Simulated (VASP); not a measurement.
Data:

```
YSi
1.0
    3.84600     0.00000     0.00000
   -1.92300     3.33074     0.00000
    0.00000     0.00000     7.83269
Y Si
2 2
Cartesian
  0.00000   0.00000   0.00000
  0.00000   0.00000   3.91635
  0.00000   2.22049   1.95817
  1.92300   1.11024   5.87452
```

The numbers are results of PBE GGA, VASP's PBE PAW potentials (set 64) (plane waves; VASP 6.6.1), not measurements. Run with 400 eV cut-off, 10×10×5 Γ-centred mesh, tetrahedra with Blöchl corrections, potentials Y_sv Si.

The cores are frozen, which limits the accuracy of field gradients.

Task: Give the principal components of the electric field gradient (V/Å²) and the asymmetry η at each nucleus.

Result: 
| atom | Vxx | Vyy | Vzz | η |
|---|---|---|---|---|
| Y1 | 26.1 | 26.1 | -52.1 | 0.00 |
| Y2 | 26.1 | 26.1 | -52.1 | 0.00 |
| Si3 | 25.7 | 25.7 | -51.3 | 0.00 |
| Si4 | 25.7 | 25.7 | -51.3 | 0.00 |

The structure was generated: YSi was put into the NiAs type type (P6_3/mmc), which need not be its known phase. It was relaxed first, which changed the volume by -24 %.
